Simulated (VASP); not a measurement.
Data:

```xyz
8
Lattice="-2.5273 2.5273 4.9409 2.5273 -2.5273 4.9409 2.5273 2.5273 -4.9409" Properties=species:S:1:pos:R:3 pbc="T T T"
Zn     0.0000     0.0000     0.0000
Zn     0.0000     2.5273     2.4704
Si     0.0000     0.0000     4.9409
Si     2.5273     0.0000     2.4704
P      1.2145     1.2637     6.1761
P      1.2637    -1.2145     3.7056
P      1.3128     1.2637     1.2352
P      1.2637     3.7418    -1.2352
```

Method: LDA (Ceperley-Alder, Perdew-Zunger), VASP's LDA PAW potentials (set 64) (plane waves; VASP). Run with 500 eV cut-off, 6×6×6 Γ-centred mesh, Gaussian smearing of 0.050 eV, potentials Zn Si P.

What does the run give for the energy per atom (σ→0), pressure, band gap (on the k-mesh) with the smallest direct gap where there is one?

```yaml
band gap (on the k-mesh): 0.74 eV
smallest direct gap (on the k-mesh): 0.74 eV
energy per atom (σ→0): -5.161 eV/atom
pressure: 20.01 GPa
```

Total energies compare only between runs with the same potentials, cut-off and functional.

The compound is ZnSiP2 in the chalcopyrite structure. It was relaxed first under an external pressure of 20 GPa.
